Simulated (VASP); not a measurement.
Consider the following.

```
CELL_PARAMETERS angstrom
      3.72420     0.00000     0.00000
      0.00000     3.72420     0.00000
      0.00000     0.00000     3.72420
ATOMIC_POSITIONS crystal
  Cs 0.00000 0.00000 0.00000
  H  0.50000 0.50000 0.50000
```

Calculation: PBEsol GGA, VASP's PBE PAW potentials (set 64) (plane waves; VASP 6.6.1). Numerical set-up: 530 eV cut-off, 7×7×7 Γ-centred mesh, Gaussian smearing of 0.050 eV, potentials Cs_sv H.

**Question.** Give the elastic stiffness tensor with the ions relaxed (GPa, in the frame of the cell).

**Answer.** 
|  | xx | yy | zz | yz | xz | xy |
|---|---|---|---|---|---|---|
| xx | 45.6 | -0.3 | -0.3 | 0.0 | 0.0 | 0.0 |
| yy | -0.3 | 45.6 | -0.3 | 0.0 | 0.0 | 0.0 |
| zz | -0.3 | -0.3 | 45.6 | 0.0 | 0.0 | 0.0 |
| yz | 0.0 | 0.0 | 0.0 | 7.4 | 0.0 | 0.0 |
| xz | 0.0 | 0.0 | 0.0 | 0.0 | 7.4 | 0.0 |
| xy | 0.0 | 0.0 | 0.0 | 0.0 | 0.0 | 7.4 |

**Question.** Predict the Hill bulk modulus, Hill shear modulus, Young's modulus, Poisson's ratio.

**Answer.** 
| Quantity | Value |
|---|---|
| Hill bulk modulus | 15.0 GPa |
| Hill shear modulus | 11.9 GPa |
| Young's modulus | 28.2 GPa |
| Poisson's ratio | 0.187 |

The structure comes from a computed database's CsH entry (Pm-3m); how it stands against other phases isn't given here. It was relaxed first, which changed the volume by -7 %.
